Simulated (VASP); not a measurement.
A cell of Ru (hcp) near equilibrium:

```
CELL_PARAMETERS angstrom
      1.34486    -2.32936     0.00000
      1.34486     2.32936     0.00000
      0.00000     0.00000     4.24213
ATOMIC_POSITIONS crystal
  Ru 0.33333 0.66667 0.25000
  Ru 0.66667 0.33333 0.75000
```

The numbers are results of PBEsol GGA, VASP's PBE PAW potentials (set 64) (plane waves; VASP), not measurements.

| run | ΔE (meV/atom) | σxx | σyy | σzz | largest shear component, with its sign (GPa) | largest force (eV/Å) |
|---|---|---|---|---|---|---|
| as it is | 0.0 | 0.86 | 0.86 | 0.81 | 0.00 | 0.000 |
| after one change | 255.4 | 57.55 | 57.55 | 61.31 | 0.00 | 0.000 |
Stress is in GPa, positive when the cell is compressed.

Problem. Which change was made?
A) isotropic strain of -1.0 %
B) isotropic strain of -3.0 %
C) uniaxial strain of +3.0 % along z
D) isotropic strain of -4.0 %

Solution. D, isotropic strain of -4.0 %

The compound is Ru in the hcp structure.
